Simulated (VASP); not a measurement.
# Ca2SiSe6 (Fm-3m) in VASP: single point with PBE

Aim: the single point of Ca2SiSe6 with PBE.

Program: VASP 6.6.1. These are calculated values, not measurements. Logs are shortened: lines on timing, memory, paths and dates and some standing lists are left out, and cuts for length are marked.

### 1 The cell of the first run

It takes space group Fm-3m (No. 225, cubic). Conventional cell: a = 9.674 Å, b = 9.674 Å, c = 9.674 Å, α = 90.00°, β = 90.00°, γ = 90.00°. Ca (site symmetry -43m) has 12 Se at 3.42 Å as nearest neighbours. Si (site symmetry m-3m) has 6 Se at 2.38 Å as nearest neighbours. Around Se (site symmetry 4mm) lie 1 Si at 2.38 Å.

The cell was built by a generator and needn't be a form met in nature.

### 2 Single point, PBE (species swapped into the Cs2SbBr6 type (Fm-3m, No. 225))

Contents of INCAR:

```
PREC     = Accurate       # precision mode
ENCUT    = 520            # plane-wave cutoff, eV
EDIFF    = 1E-6           # SCF threshold, eV
ISMEAR   = 0              # smearing method
SIGMA    = 0.1            # smearing width, eV
LREAL    = False          # projectors in reciprocal space
LASPH    = True           # aspherical terms in the spheres
NELM     = 100            # most SCF steps
ALGO     = Normal         # electronic algorithm
ISIF     = 2              # what is computed and relaxed
LWAVE    = False          # write WAVECAR
LCHARG   = False          # write CHGCAR
GGA      = PE             # functional
NBANDS   = 40             # bands
```

Contents of KPOINTS:

```
Automatic mesh
0
Gamma
  4 4 4
```

Contents of POSCAR:

```
Ca2SiSe6
1.0
    0.0000000000      4.8367840900      4.8367840900
    4.8367840900      0.0000000000      4.8367840900
    4.8367840900      4.8367840900      0.0000000000
Ca Si Se
2 1 6
Direct
    0.7500000000      0.7500000000      0.7500000000
    0.2500000000      0.2500000000      0.2500000000
    0.5000000000      0.5000000000      0.5000000000
    0.2544590500      0.2544590500      0.7455409500
    0.7455409500      0.7455409500      0.2544590500
    0.7455409500      0.2544590500      0.7455409500
    0.2544590500      0.7455409500      0.2544590500
    0.7455409500      0.2544590500      0.2544590500
    0.2544590500      0.7455409500      0.7455409500
```

Potentials or basis: VASP PAW PBE potentials, release 64 (Ca_sv, Si, Se).

Started as:

```
cat potpaw_PBE.64/Ca_sv/POTCAR potpaw_PBE.64/Si/POTCAR potpaw_PBE.64/Se/POTCAR > POTCAR
mpirun -np 1 vasp_std > vasp.out
```

OUTCAR:

```text
PREC = Accurate
   ENCUT = 520
   EDIFF = 1E-6
   ISMEAR = 0
   LREAL = False
   LASPH = True
   NELM = 100
   ISIF = 2
   GGA = PE

 ion  position               nearest neighbor table
   1  0.750  0.750  0.750-
   2  0.250  0.250  0.250-
   3  0.500  0.500  0.500-   4 2.38   5 2.38   6 2.38   7 2.38   8 2.38   9 2.38
   4  0.254  0.254  0.746-   3 2.38
   5  0.746  0.746  0.254-   3 2.38
   6  0.746  0.254  0.746-   3 2.38
   7  0.254  0.746  0.254-   3 2.38
   8  0.746  0.254  0.254-   3 2.38
   9  0.254  0.746  0.746-   3 2.38

  LATTYP: Found a face centered cubic cell.
 ALAT       =     9.6735681800

  Lattice vectors:

 A1 = (   0.0000000000,   4.8367840900,   4.8367840900)
 A2 = (   4.8367840900,   0.0000000000,   4.8367840900)
 A3 = (   4.8367840900,   4.8367840900,   0.0000000000)

Analysis of symmetry for initial positions (statically):
=====================================================================
 Subroutine PRICEL returns:
 Original cell was already a primitive cell.

 Routine SETGRP: Setting up the symmetry group for a
 face centered cubic supercell.

 Subroutine GETGRP returns: Found 48 space group operations
 (whereof 48 operations were pure point group operations)
 out of a pool of 48 trial point group operations.

The static configuration has the point symmetry O_h .

Analysis of symmetry for dynamics (positions and initial velocities):
=====================================================================
 Subroutine PRICEL returns:
 Original cell was already a primitive cell.

 Routine SETGRP: Setting up the symmetry group for a
 face centered cubic supercell.

 Subroutine GETGRP returns: Found 48 space group operations
 (whereof 48 operations were pure point group operations)
 out of a pool of 48 trial point group operations.

The dynamic configuration has the point symmetry O_h .

 Subroutine INISYM returns: Found 48 space group operations
 (whereof 48 operations are pure point group operations),
 and found     1 'primitive' translations

----------------------------------------------------------------------------------------

                                     Primitive cell

  volume of cell :     226.3081

  direct lattice vectors                    reciprocal lattice vectors
     0.000000000  4.836784090  4.836784090    -0.103374472  0.103374472  0.103374472
     4.836784090  0.000000000  4.836784090     0.103374472 -0.103374472  0.103374472
     4.836784090  4.836784090  0.000000000     0.103374472  0.103374472 -0.103374472

  length of vectors
     6.840245658  6.840245658  6.840245658     0.179049837  0.179049837  0.179049837

  position of ions in fractional coordinates (direct lattice)
     0.750000000  0.750000000  0.750000000
     0.250000000  0.250000000  0.250000000
     0.500000000  0.500000000  0.500000000
     0.254459050  0.254459050  0.745540950
     0.745540950  0.745540950  0.254459050
     0.745540950  0.254459050  0.745540950
     0.254459050  0.745540950  0.254459050
     0.745540950  0.254459050  0.254459050
     0.254459050  0.745540950  0.745540950

  ion indices of the primitive-cell ions
   primitive index   ion index
                 1           1
                 2           2
                 3           3
                 4           4
                 5           5
                 6           6
                 7           7
                 8           8
                 9           9

----------------------------------------------------------------------------------------

 KPOINTS: Automatic mesh

Automatic generation of k-mesh.
 Grid dimensions read from file:
 generate k-points for:    4    4    4

 Generating k-lattice:

  Cartesian coordinates                     Fractional coordinates (reciprocal lattice)
    -0.025843618  0.025843618  0.025843618     0.250000000  0.000000000  0.000000000
     0.025843618 -0.025843618  0.025843618     0.000000000  0.250000000  0.000000000
     0.025843618  0.025843618 -0.025843618     0.000000000  0.000000000  0.250000000

  Length of vectors
     0.044762459  0.044762459  0.044762459

  Shift w.r.t. Gamma in fractional coordinates (k-lattice)
     0.000000000  0.000000000  0.000000000

 Subroutine IBZKPT returns following result:
 ===========================================

 Found      8 irreducible k-points:

 Following reciprocal coordinates:
            Coordinates               Weight
  0.000000  0.000000  0.000000      1.000000
  0.250000  0.000000  0.000000      8.000000
  0.500000  0.000000  0.000000      4.000000
  0.250000  0.250000  0.000000      6.000000
  0.500000  0.250000  0.000000     24.000000
 -0.250000  0.250000  0.000000     12.000000
  0.500000  0.500000  0.000000      3.000000
 -0.250000  0.500000  0.250000      6.000000
   k-points           NKPTS =      8   k-points in BZ     NKDIM =      8   number of bands    NBANDS=     40
   number of dos      NEDOS =    301   number of ions     NIONS =      9
   total plane-waves  NPLWV = 157464
   dimension x,y,z NGX =    54 NGY =   54 NGZ =   54
   dimension x,y,z NGXF=   108 NGYF=  108 NGZF=  108
   ions per type =               2   1   6
   NGX,Y,Z   is equivalent  to a cutoff of  13.12, 13.12, 13.12 a.u.
   NGXF,Y,Z  is equivalent  to a cutoff of  26.25, 26.25, 26.25 a.u.
 SYSTEM =  unknown system
   PREC   = accura    normal or accurate (medium, high low for compatibility)
   ISTART =      0    job   : 0-new  1-cont  2-samecut
   ICHARG =      2    charge: 1-file 2-atom 10-const
   ISPIN  =      1    spin polarized calculation?
   LNONCOLLINEAR =      F non collinear calculations
   LSORBIT =      F    spin-orbit coupling
   LASPH  =      T    aspherical Exc in radial PAW
   ENCUT  =  520.0 eV  38.22 Ry    6.18 a.u.  12.72 12.72 12.72*2*pi/ulx,y,z
   NELM   =    100;   NELMIN=  2; NELMDL= -5     # of ELM steps
   EDIFF  = 0.1E-05   stopping-criterion for ELM
   LREAL  =      F    real-space projection
   EDIFFG = 0.1E-04   stopping-criterion for IOM
   NSW    =      0    number of steps for IOM
   IBRION =     -1    ionic relax: 0-MD 1-quasi-New 2-CG
   NFREE  =      0    steps in history (QN), initial steepest desc. (CG)
   ISIF   =      2    stress and relaxation
   ISYM   =      2    0-nonsym 1-usesym 2-fastsym
   POTIM  = 0.5000    time-step for ionic-motion
   TEBEG  =    0.0;   TEEND  =   0.0 temperature during run
   PSTRESS=    0.0 pullay stress
   NELECT =      60.0000    total number of electrons
   NUPDOWN=      -1.0000    fix difference up-down
   EMIN   =  10.00;   EMAX   =-10.00  energy-range for DOS
   EFERMI =   0.00;   METHOD = LEGACY
   ISMEAR =     0;   SIGMA  =   0.10  broadening in eV -4-tet -1-fermi 0-gaus
   EFERMI_NEDOS =   21; number of points for ismear=-14 and -15
   IALGO  =     38    algorithm
   IMIX   =      4    mixing-type and parameters
     AMIX     =   0.40;   BMIX     =  1.00
     AMIX_MAG =   1.60;   BMIX_MAG =  1.00
  volume/ion in A,a.u.               =      25.15       169.69
  Fermi-wavevector in a.u.,A,eV,Ry     =   1.051700  1.987425 15.049036  1.106073
  Thomas-Fermi vector in A             =   2.186754
   LORBIT       =      0    0 simple, 1 ext, 2 COOP (PROOUT), +10 PAW based schemes
   GGA     = PE    functional components
   LHFCALC =     F    Hartree Fock is set to
   AEXX    =    0.0000 exact exchange contribution
   IVDW    =     0    specifies the selected vdW correction
   LEPSILON=     F    determine dielectric tensor
   LRPA    =     F    only Hartree local field effects (RPA)
 non-spin polarized calculation
 Gauss-broadening in eV      SIGMA  =   0.10
  energy-cutoff  :      520.00
  volume of cell :      226.31
 maximum number of plane-waves:      6116
 NGX is ok and might be reduce to    54
   NGX = 25   NGY = 25   NGZ = 25

 number of electron      59.9999993 magnetization

 Free energy of the ion-electron system (eV)
  ---------------------------------------------------
  ext. energy  EPLUGINS =         0.00000000
  ---------------------------------------------------
  free energy    TOTEN  =       -35.76311294 eV

  energy without entropy =      -35.68950435  energy(sigma->0) =      -35.72630864

 E-fermi :   3.2543     XC(G=0):  -9.2756

 val. band max:        3.2318687734   @ k =   0.5000   0.5000   0.0000
 cond. band min:       3.2578087324   @ k =   0.2500   0.2500   0.0000
 fundamental gap:      0.0259399590
 Fermi energy:         3.2542959195

 k-point     1 :       0.0000    0.0000    0.0000
  band No.  band energies     occupation
      1     -38.1373      2.00000
      2     -38.1367      2.00000
      3     -19.1009      2.00000
      4     -19.1009      2.00000
      5     -19.1009      2.00000
      6     -19.0949      2.00000
[... 32 lines left out ...]
     39       6.3767      0.00000
     40       6.3767      0.00000

 k-point     2 :       0.2500    0.0000    0.0000
  band No.  band energies     occupation
      1     -38.1372      2.00000
      2     -38.1368      2.00000
      3     -19.1005      2.00000
      4     -19.1001      2.00000
      5     -19.1001      2.00000
      6     -19.0964      2.00000
[... 32 lines left out ...]
     39       7.0566      0.00000
     40       7.0699      0.00000

 k-point     3 :       0.5000    0.0000    0.0000
  band No.  band energies     occupation
      1     -38.1370      2.00000
      2     -38.1370      2.00000
      3     -19.0991      2.00000
      4     -19.0988      2.00000
      5     -19.0982      2.00000
      6     -19.0982      2.00000
[... 165 lines left out ...]
  band No.  band energies     occupation
      1     -38.1371      2.00000
      2     -38.1369      2.00000
      3     -19.1049      2.00000
      4     -19.1028      2.00000
      5     -19.1028      2.00000
      6     -19.0940      2.00000
[... 32 lines left out ...]
     39       7.7746      0.00000
     40       7.9094      0.00000

 k-point     8 :      -0.2500    0.5000    0.2500
  band No.  band energies     occupation
      1     -38.1370      2.00000
      2     -38.1370      2.00000
      3     -19.1040      2.00000
      4     -19.1037      2.00000
      5     -19.0984      2.00000
      6     -19.0984      2.00000
[... 32 lines left out ...]
     39       7.4472      0.00000
     40       7.4472      0.00000

------------------------ aborting loop because EDIFF is reached ----------------------------------------

  FORCE on cell =-STRESS in cart. coord.  units (eV):
  Direction    XX          YY          ZZ          XY          YZ          ZX
  --------------------------------------------------------------------------------------
  -------------------------------------------------------------------------------------
  Total       -1.5985882     -1.5985882     -1.5985882      0.0000000      0.0000000      0.0000000
  in kB      -11.3174113    -11.3174113    -11.3174113      0.0000000      0.0000000      0.0000000
  external PRESSURE =     -11.3174113 kB  Pullay stress =       0.0000000 kB

 VOLUME and BASIS-vectors are now :
 -----------------------------------------------------------------------------
  energy-cutoff  :      520.00
  volume of cell :      226.31
      direct lattice vectors                 reciprocal lattice vectors
     0.000000000  4.836784090  4.836784090    -0.103374472  0.103374472  0.103374472
     4.836784090  0.000000000  4.836784090     0.103374472 -0.103374472  0.103374472
     4.836784090  4.836784090  0.000000000     0.103374472  0.103374472 -0.103374472

 POSITION                                       TOTAL-FORCE (eV/Angst)
 -----------------------------------------------------------------------------------
      7.25518      7.25518      7.25518        -0.000000      0.000000      0.000000
      2.41839      2.41839      2.41839        -0.000000      0.000000     -0.000000
      4.83678      4.83678      4.83678         0.000000      0.000000      0.000000
      4.83678      4.83678      2.46153         0.000000      0.000000     -0.369298
      4.83678      4.83678      7.21204         0.000000      0.000000      0.369298
      4.83678      7.21204      4.83678         0.000000      0.369298      0.000000
      4.83678      2.46153      4.83678         0.000000     -0.369298      0.000000
      2.46153      4.83678      4.83678        -0.369298      0.000000      0.000000
      7.21204      4.83678      4.83678         0.369298      0.000000      0.000000
 -----------------------------------------------------------------------------------
    total drift:                                0.000000     -0.000000      0.000000

  FREE ENERGIE OF THE ION-ELECTRON SYSTEM (eV)
  ---------------------------------------------------
  free  energy   TOTEN  =       -35.7631129419 eV

  energy  without entropy=      -35.6895043463  energy(sigma->0) =      -35.72630864
```

Wall time 2.6 min (1 thread of AMD EPYC 7R13 (Zen 3), shared host); peak memory 0.39 GiB.

What came out:

* Free energy: -35.7631 eV
* Pressure: -1.1 GPa
* Largest force: 0.369 eV/Å
* Band gap on the k mesh: none (metal or under the smearing width)

Forces on the atoms (eV/Å):
```
Ca   0.000  0.000  0.000
Ca   0.000  0.000  0.000
Si   0.000  0.000  0.000
Se   0.000  0.000 -0.369
Se   0.000  0.000  0.369
Se   0.000  0.369  0.000
Se   0.000 -0.369  0.000
Se  -0.369  0.000  0.000
Se   0.369  0.000  0.000
```

Levels at points of the mesh, in eV from the Fermi level:
```csv
k point,band 28,band 29,band 30,band 31,band 32,band 33
"(0.00, 0.00, 0.00)",0.03,0.03,0.81,1.01,1.01,1.01
"(0.50, 0.00, 0.00)",-0.03,-0.03,0.18,0.35,0.35,2.31
"(0.50, 0.50, 0.00)",-1.41,-0.45,-0.45,-0.02,0.80,3.10
```
